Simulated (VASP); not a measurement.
Calculation: AM05 GGA, VASP's PBE PAW potentials (set 64) (plane waves; VASP).

A VASP calculation is set up with these files.

**KPOINTS**
```
Automatic mesh
0
Gamma
7 7 4
0 0 0
```

**INCAR**
```
SYSTEM = Te
PREC = Accurate
ENCUT = 520
EDIFF = 1E-7
NELM = 100
ALGO = Normal
LREAL = .FALSE.
LASPH = .TRUE.
ISMEAR = -5
GGA = AM
LMAXMIX = 4
LWAVE = .FALSE.
LCHARG = .TRUE.
LORBIT = 11
NEDOS = 601
ISIF = 2
LEFG = .TRUE.
```

File POSCAR:
```
Te
1
    2.1872890455    -3.7884954742     0.0000000000
    2.1872890455     3.7884954742     0.0000000000
    0.0000000000     0.0000000000     5.9434892913
Te
3
Direct
  0.0000000000   0.2765104057   0.6666670000
  0.7234895943   0.7234895943   0.0000000000
  0.2765104057   0.0000000000   0.3333330000
```

POTCAR, in this order: Te (PBE.64 set). Program: vasp_std.

Q: Estimate the energy per atom (σ→0).

A: 
- energy per atom (σ→0): -3.231 eV/atom

OSZICAR:
```
...
DAV:   8    -0.969151545278E+01    0.39523E-03   -0.50999E-03   768   0.462E-01    0.104E-01
DAV:   9    -0.969154898747E+01   -0.33535E-04   -0.14299E-04   926   0.921E-02    0.762E-02
DAV:  10    -0.969158559800E+01   -0.36611E-04   -0.46875E-05   748   0.484E-02    0.118E-02
DAV:  11    -0.969158488618E+01    0.71182E-06   -0.11805E-05   773   0.235E-02    0.649E-03
DAV:  12    -0.969158519606E+01   -0.30988E-06   -0.12220E-06   858   0.747E-03    0.208E-03
DAV:  13    -0.969158550178E+01   -0.30572E-06   -0.99458E-07   738   0.670E-03    0.110E-03
DAV:  14    -0.969158549822E+01    0.35556E-08   -0.88897E-09   449   0.710E-04
   1 F= -.96915855E+01 E0= -.96915855E+01  d E =0.000000E+00
```

The compound is Te in the trig structure. It was relaxed first.
